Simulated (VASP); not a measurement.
Runs of VASP 6.6.1 on Cl3In. The cell holds a molecule in a box, 4 atoms: a = 11.000 Å, b = 13.000 Å, c = 13.000 Å, α = 90.00°, β = 90.00°, γ = 90.00°. 

```csv
task,level,gap on the mesh (eV),largest force (eV/Å)
single point,SCAN,4.79,(a)
single point,r2SCAN+D3(BJ),4.86,0.08
single point,PBE,4.27,0.34
single point,r2SCAN,4.86,0.09
atomic charges,PBE+TS,4.27,0.33
electron localisation function,PBE,4.27,0.34
single point,vdW-DF2,(b),0.91
```

Alike in all rows: potentials or basis VASP PAW PBE potentials, release 64 (Cl, In_d); no spin polarisation; cell as given; k mesh 1 × 1 × 1; cutoff (eV) 520; smearing gaussian 0.01 eV.

Fill in the values left out.

(a) 0.02; (b) 4.05.

Caveats: spin-orbit coupling is left out, which moves the levels of the heavy elements; the PAW data sets were made with another functional, which shifts forces and pressure a little (some runs).

A k mesh can miss the band edges, and the runs leave out spin-orbit coupling on In.

Not every run made on this cell is shown here.
